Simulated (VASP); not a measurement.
OSZICAR of a VASP run on NiSi$_{2}$ (fluorite):

OSZICAR:
```
       N       E                     dE             d eps       ncg     rms          rms(c)
DAV:   1     0.691183571284E+02    0.69118E+02   -0.77640E+03  1230   0.137E+03
DAV:   2    -0.168959326750E+02   -0.86014E+02   -0.80581E+02  1242   0.248E+02
DAV:   3    -0.211681684884E+02   -0.42722E+01   -0.41411E+01  1592   0.621E+01
DAV:   4    -0.212584226131E+02   -0.90254E-01   -0.90097E-01  1430   0.849E+00
DAV:   5    -0.212609375276E+02   -0.25149E-02   -0.25145E-02  1625   0.147E+00    0.173E+01
DAV:   6    -0.261930394388E+02   -0.49321E+01   -0.59437E+01  1317   0.191E+02    0.258E+01
DAV:   7    -0.191228752427E+02    0.70702E+01   -0.17261E+01  1472   0.118E+02    0.420E+00
DAV:   8    -0.190326469172E+02    0.90228E-01   -0.23731E+00  1786   0.262E+01    0.261E+00
DAV:   9    -0.189836687942E+02    0.48978E-01   -0.28261E-01  1502   0.105E+01    0.604E-01
DAV:  10    -0.189816863102E+02    0.19825E-02   -0.10720E-02  1743   0.214E+00    0.274E-01
DAV:  11    -0.189815994194E+02    0.86891E-04   -0.84277E-04  1576   0.242E-01    0.565E-02
DAV:  12    -0.189816183829E+02   -0.18964E-04   -0.32101E-05  1611   0.853E-02    0.214E-02
DAV:  13    -0.189816140100E+02    0.43729E-05   -0.14944E-05  1653   0.957E-02    0.722E-03
DAV:  14    -0.189816139786E+02    0.31437E-07   -0.15231E-06   958   0.154E-02
   1 F= -.18981614E+02 E0= -.18981206E+02  d E =-.189816E+02
       N       E                     dE             d eps       ncg     rms          rms(c)
DAV:   1    -0.189955067532E+02   -0.13893E-01   -0.12550E-01  1367   0.784E+00    0.115E+00
DAV:   2    -0.190266047734E+02   -0.31098E-01   -0.32397E-01  1451   0.149E+01    0.182E+00
DAV:   3    -0.189815957424E+02    0.45009E-01   -0.14401E-01  1461   0.104E+01    0.153E-01
DAV:   4    -0.189815589198E+02    0.36823E-04   -0.40969E-03  1357   0.455E-01    0.103E-01
DAV:   5    -0.189814277381E+02    0.13118E-03   -0.25371E-04  1663   0.409E-01    0.255E-02
DAV:   6    -0.189814258580E+02    0.18802E-05   -0.35585E-05  1885   0.923E-02    0.649E-03
DAV:   7    -0.189814262001E+02   -0.34215E-06   -0.24565E-06  1198   0.168E-02
   2 F= -.18981426E+02 E0= -.18980970E+02  d E =0.187778E-03
       N       E                     dE             d eps       ncg     rms          rms(c)
DAV:   1    -0.189867783078E+02   -0.53524E-02   -0.45065E-02  1367   0.472E+00    0.678E-01
DAV:   2    -0.189976528889E+02   -0.10875E-01   -0.11117E-01  1511   0.886E+00    0.110E+00
DAV:   3    -0.189818752796E+02    0.15778E-01   -0.53039E-02  1464   0.609E+00    0.113E-01
DAV:   4    -0.189817846679E+02    0.90612E-04   -0.11811E-03  1297   0.333E-01    0.313E-02
DAV:   5    -0.189817747242E+02    0.99437E-05   -0.45953E-05  1754   0.137E-01    0.109E-02
DAV:   6    -0.189817744503E+02    0.27386E-06   -0.45370E-06  1581   0.281E-02
   3 F= -.18981774E+02 E0= -.18981346E+02  d E =-.160472E-03
```

Task: Which electronic solver shows in the log?

Result: It is blocked Davidson (ALGO = Normal, or the opening steps of other solvers). The INCAR had ALGO = Normal.

Task: How was spin treated?

Result: Without spin polarisation: there is no mag entry.

Task: Can the final energy be trusted as converged?

Result: The run converged. It stopped with EDIFF = 1E-6, NELM = 100, NSW = 40 and EDIFFG = -0.02 after 3 ionic steps (PBEsol GGA, plane waves, VASP's PBE PAW potentials (set 64)).

The compound is NiSi2 in the fluorite structure. This run relaxes it. Symmetry was kept, so distortions that lower it aren't found. The run is not spin-polarised, so no magnetic state was tried.
